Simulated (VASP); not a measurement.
OSZICAR of a VASP run on NiO (rock salt, AFM-II order):

**OSZICAR**
```
       N       E                     dE             d eps       ncg     rms          rms(c)
DAV:   1     0.258757986956E+03    0.25876E+03   -0.15925E+04  6936   0.212E+03
DAV:   2     0.287563182790E+01   -0.25588E+03   -0.23997E+03  7012   0.411E+02
DAV:   3    -0.266094692280E+02   -0.29485E+02   -0.28064E+02  7808   0.157E+02
DAV:   4    -0.275477031644E+02   -0.93823E+00   -0.93263E+00  7600   0.300E+01
DAV:   5    -0.275747513776E+02   -0.27048E-01   -0.27036E-01  8100   0.480E+00    0.208E+01
DAV:   6    -0.247094720539E+02    0.28653E+01   -0.42855E+01 10176   0.109E+02    0.214E+01
DAV:   7    -0.233404555238E+02    0.13690E+01   -0.70311E+00  8844   0.798E+01    0.967E+00
DAV:   8    -0.235254671889E+02   -0.18501E+00   -0.20029E+00  7776   0.124E+01    0.631E+00
DAV:   9    -0.234466100477E+02    0.78857E-01   -0.17299E-01 10860   0.117E+01    0.158E+00
DAV:  10    -0.234638049759E+02   -0.17195E-01   -0.71054E-02  9672   0.399E+00    0.758E-01
DAV:  11    -0.234636495694E+02    0.15541E-03   -0.12493E-02 10664   0.321E+00    0.143E-01
DAV:  12    -0.234639904428E+02   -0.34087E-03   -0.31943E-03  7448   0.513E-01    0.101E-01
DAV:  13    -0.234639338090E+02    0.56634E-04   -0.31224E-04 10400   0.200E-01    0.401E-02
DAV:  14    -0.234639423822E+02   -0.85732E-05   -0.79506E-05  8864   0.176E-01    0.318E-02
DAV:  15    -0.234639404614E+02    0.19208E-05   -0.17546E-05  9812   0.711E-02    0.821E-03
DAV:  16    -0.234639405601E+02   -0.98700E-07   -0.26773E-06 10032   0.243E-02    0.220E-03
DAV:  17    -0.234639405061E+02    0.54002E-07   -0.13815E-07  4560   0.651E-03
   1 F= -.23463941E+02 E0= -.23463941E+02  d E =-.234639E+02  mag=     0.0000
```

**Question.** Which electronic solver shows in the log?

**Answer.** It is blocked Davidson (ALGO = Normal, or the opening steps of other solvers). The INCAR had ALGO = Normal.

**Question.** How was spin treated?

**Answer.** Collinear spin (ISPIN = 2): the summary line carries one mag value, 0.00 μB in the cell.

**Question.** Can the final energy be trusted as converged?

**Answer.** The run converged. It stopped with EDIFF = 1E-7, NELM = 100, NSW = 30 and EDIFFG = -0.01 after 1 ionic step (PBE GGA, plane waves, VASP's PBE PAW potentials (set 64)).

The compound is NiO in the rock salt, AFM-II order structure. This cell is one point of a volume scan, at 0.97 of the reference volume.
